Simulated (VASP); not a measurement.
Data:

```xyz
2
Lattice="0.0000 3.1600 3.1600 3.1600 0.0000 3.1600 3.1600 3.1600 0.0000" Properties=species:S:1:pos:R:3 pbc="T T T"
Sn     0.0000     0.0000     0.0000
Te     3.1600     3.1600     3.1600
```

Calculation: SCAN meta-GGA, VASP's PBE PAW potentials (set 64) (plane waves; VASP). Numerical set-up: 520 eV cut-off, 7×7×7 Γ-centred mesh, Gaussian smearing of 0.050 eV, potentials Sn_d Te.

Question: The ions, cell shape and volume are relaxed. What does this cell relax into?

Answer: 
```xyz
2
Lattice="0.0000 3.1718 3.1718 3.1718 0.0000 3.1718 3.1718 3.1718 0.0000" Properties=species:S:1:pos:R:3 pbc="T T T"
Sn     3.1718     3.1718     0.0000
Te     3.1718     3.1718     3.1718
```
Space group Fm-3m (225), at a tolerance of 0.03 Å.

Question: How do energy and volume change from the first to the last step?

Answer: The energy (σ→0) changes by -0.4 meV/atom and the volume by +1.1 %, in 4 ionic steps.

The compound is SnTe in the rock salt structure, which distorts at low temperature. This run relaxes it. Symmetry was kept, so distortions that lower it aren't found.
